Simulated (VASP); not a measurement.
Li3HS:

```
S H Li
1.0
     3.85189    0.00000    0.00000
     0.00000    3.85189    0.00000
     0.00000    0.00000    3.85189
S H Li
1 1 3
Cartesian
  1.9259 1.9259 1.9259
  0.0000 0.0000 0.0000
  1.9259 0.0000 0.0000
  0.0000 1.9259 0.0000
  0.0000 0.0000 1.9259
```

The cell comes from a database or a generator and needn't be the stable form of this composition.

* Program: VASP 6.6.1
* Task: relaxation of cell and atoms
* Functional: PBEsol
* Potentials or basis: VASP PAW PBE potentials, release 64 (S, H, Li_sv)
* Cutoff: 600 eV
* k mesh: 8 × 8 × 8
* Occupations: gaussian, width 0.03 eV
* Spin: no spin polarisation

At the start: pressure -2.9 GPa; volume 11.43 Å³/atom.

Question: Where does the relaxation end?

Answer: Over 3 steps the energy falls by 7.4 meV/atom and the volume is 10.67 Å³/atom (-6.7 %); space group Pm-3m (No. 221, to 0.05 Å).

Step by step:
```csv
step,energy change (eV),largest force (eV/Å),pressure (GPa),volume (Å³)
1,0.0000,0.0000,-2.88,57.15
2,-0.0245,0.0000,-1.76,55.47
3,-0.0372,0.0000,-0.10,53.34
```

Final structure:
```
S H Li
1.0
     3.76442    0.00000    0.00000
     0.00000    3.76442    0.00000
     0.00000    0.00000    3.76442
S H Li
1 1 3
Cartesian
  1.8822 1.8822 1.8822
  0.0000 0.0000 0.0000
  1.8822 0.0000 0.0000
  0.0000 1.8822 0.0000
  0.0000 0.0000 1.8822
```

Caveat: the cutoff is under 1.25 times the usual one of these potentials, so pressure, stress and relaxed cells hold a basis-set (Pulay) error; the PAW data sets were made with another functional, which shifts forces and pressure a little.
